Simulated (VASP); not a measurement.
Level of theory: PBEsol GGA with spin-orbit coupling, VASP's PBE PAW potentials (set 64) (plane waves; VASP).

Input for VASP

File POSCAR:
```
CdSe
1
   -0.0000000000     3.0396860784     3.0396860784
    3.0396860784     0.0000000000     3.0396860784
    3.0396860784     3.0396860784    -0.0000000000
Cd Se
1 1
Direct
  0.0000000000   0.0000000000   0.0000000000
  0.2500000000   0.2500000000   0.2500000000
```

### KPOINTS_OPT
```
k-points along high-symmetry lines
8
Line-mode
Reciprocal
  0.000000   0.000000   0.000000 ! GAMMA
 -0.500000  -0.500000   0.000000 ! X

 -0.500000  -0.500000   0.000000 ! X
 -0.375000  -0.375000   0.250000 ! U

 -0.375000  -0.000000   0.375000 ! K
  0.000000   0.000000   0.000000 ! GAMMA

  0.000000   0.000000   0.000000 ! GAMMA
 -0.000000  -0.000000   0.500000 ! L

 -0.000000  -0.000000   0.500000 ! L
 -0.500000  -0.250000   0.250000 ! W

 -0.500000  -0.250000   0.250000 ! W
 -0.500000  -0.500000   0.000000 ! X
```

**INCAR**
```
LSORBIT = .TRUE.
LASPH = .TRUE.   ! aspherical one-centre terms
PREC = Accurate
GGA_COMPAT = .FALSE.
SIGMA = 0.05
EDIFF = 1E-6
LWAVE = .FALSE.
MAGMOM = 0 0 0 0 0 0
SYSTEM = CdSe
LMAXMIX = 4   ! l cut-off of mixed one-centre charges
LREAL = .FALSE.
ALGO = Normal   ! blocked Davidson
LCHARG = .FALSE.
ISMEAR = 0   ! Gaussian
GGA = PS   ! PBEsol
ENCUT = 400   ! plane-wave cut-off (eV)
NELM = 100   ! most electronic steps
```

KPOINTS:
```
Automatic mesh
0
Gamma
7 7 7
0 0 0
```

POTCAR, in this order: Cd Se (PBE.64 set). Program: vasp_ncl.

Output of the run:

OSZICAR:
```
       N       E                     dE             d eps       ncg     rms          rms(c)
DAV:   1     0.104541730922E+03    0.10454E+03   -0.75126E+03  1560   0.102E+03
DAV:   2    -0.143955560624E+01   -0.10598E+03   -0.10284E+03  1764   0.283E+02
DAV:   3    -0.656795043549E+01   -0.51284E+01   -0.51036E+01  1796   0.641E+01
DAV:   4    -0.660355302071E+01   -0.35603E-01   -0.35584E-01  1662   0.504E+00
DAV:   5    -0.660376250023E+01   -0.20948E-03   -0.20947E-03  1794   0.368E-01    0.647E+00
DAV:   6    -0.624412439249E+01    0.35964E+00   -0.64320E-01  1942   0.121E+01    0.503E+00
DAV:   7    -0.622483649754E+01    0.19288E-01   -0.21000E-01  1636   0.346E+00    0.235E+00
DAV:   8    -0.622313056723E+01    0.17059E-02   -0.19707E-02  1626   0.204E+00    0.758E-01
DAV:   9    -0.622289300397E+01    0.23756E-03   -0.83675E-04  1736   0.392E-01    0.165E-01
DAV:  10    -0.622288326363E+01    0.97403E-05   -0.81467E-04  1630   0.399E-01    0.366E-02
DAV:  11    -0.622291253703E+01   -0.29273E-04   -0.18334E-04  1602   0.215E-01    0.376E-02
DAV:  12    -0.622291806592E+01   -0.55289E-05   -0.21391E-05  1618   0.408E-02    0.785E-03
DAV:  13    -0.622291651331E+01    0.15526E-05   -0.38426E-06  1658   0.208E-02    0.253E-03
DAV:  14    -0.622291657867E+01   -0.65359E-07   -0.65983E-07  1198   0.672E-03
   1 F= -.62229166E+01 E0= -.62229166E+01  d E =-.386301E-09  mag=    -0.0000    -0.0000    -0.0000
       N       E                     dE             ncg
       N       E                     dE             ncg
```

**OUTCAR**
```
------------------------ aborting loop because EDIFF is reached ----------------------------------------
  FORCE on cell =-STRESS in cart. coord.  units (eV):
  Direction    XX          YY          ZZ          XY          YZ          ZX
  --------------------------------------------------------------------------------------
  Total        0.0005498      0.0005498      0.0005498     -0.0000000      0.0000000     -0.0000000
  in kB        0.0156812      0.0156812      0.0156812     -0.0000000      0.0000000     -0.0000000
  external PRESSURE =       0.0156812 kB  Pullay stress =       0.0000000 kB
  volume of cell :       56.17
      direct lattice vectors                 reciprocal lattice vectors
     0.000000000  3.039686078  3.039686078    -0.164490670  0.164490670  0.164490670
     3.039686078  0.000000000  3.039686078     0.164490670 -0.164490670  0.164490670
     3.039686078  3.039686078  0.000000000     0.164490670  0.164490670 -0.164490670
  FREE ENERGIE OF THE ION-ELECTRON SYSTEM (eV)
  ---------------------------------------------------
  free  energy   TOTEN  =        -6.2229165787 eV

  energy  without entropy=       -6.2229165783  energy(sigma->0) =       -6.22291658

 Ion:    1  E_soc:     -0.0588170

 Ion:    2  E_soc:     -0.0398940
```
(Selected blocks of OUTCAR.)

The compound is CdSe in the zinc blende structure, whereas wurtzite is the usual form. It was relaxed first.
